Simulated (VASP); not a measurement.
An input for Ansatz (written as the equivalent of a VASP run, and not itself run):

Ansatz 0.2 input:
```yaml
crystal:
  lattice:
    - [2.1669120, -3.7407250, 0.0000000]
    - [2.1669120, 3.7407250, 0.0000000]
    - [0.0000000, 0.0000000, 7.1879720]
  symmetry: { detect: false }
  atoms:
    - { symbol: Cd, position: [0.6666670, 0.3333330, 0.5000000] }
    - { symbol: Cd, position: [0.3333330, 0.6666670, 0.0000000] }
    - { symbol: Se, position: [0.6666670, 0.3333330, 0.8760000] }
    - { symbol: Se, position: [0.3423490, 0.6756830, 0.3760000] }
kpoints:
  mp_grid: { grid: [5, 5, 3] }
hamiltonian:
  xc: pbe
  pseudopotentials: { kind: paw }
scf:
  occupations: { method: gaussian, width: 0.05 }
  max_iter: 100
output: { forces: true, stress: true, eigenvalues: true }
```

Q: Write the VASP files for the same calculation (PBE).

A: This is not unique; one that fits is 
KPOINTS:
```
Automatic mesh
0
Gamma
 5 5 3
```

**POSCAR**
```
CdSe
1.0
  2.1669120000  -3.7407250000   0.0000000000
  2.1669120000   3.7407250000   0.0000000000
  0.0000000000   0.0000000000   7.1879720000
Cd Se
2 2
Cart
  2.1669120000  -1.2469108272   3.5939860000
  2.1669120000   1.2469108272   0.0000000000
  2.1669120000  -1.2469108272   6.2966634720
  2.2059857572   1.2469108272   2.7026774720
```

### INCAR
```
SYSTEM = CdSe
PREC = Accurate
ENCUT = 400
EDIFF = 1E-6
NELM = 100
ALGO = Normal
LREAL = .FALSE.
LASPH = .TRUE.
ISMEAR = 0
SIGMA = 0.05
GGA = PE
LMAXMIX = 4
LWAVE = .FALSE.
LCHARG = .FALSE.
ISIF = 2
ISYM = 0
```

POTCAR, in this order: Cd Se (PBE.64 set). Program: vasp_std.

What does not carry over: each code has its own PAW files, so the cut-off isn't converted (ENCUT is set for VASP's; basis.ecutwfc is left out, and Ansatz then takes the one that its files recommend); Ansatz stops its SCF on the density residual and VASP on the energy change (EDIFF).

The compound is CdSe in the wurtzite structure. The cell was not relaxed at this level, atoms are displaced from their ideal sites. The run is one of a series of settings (ISYM = 0 against the base run), some of them coarse on purpose.
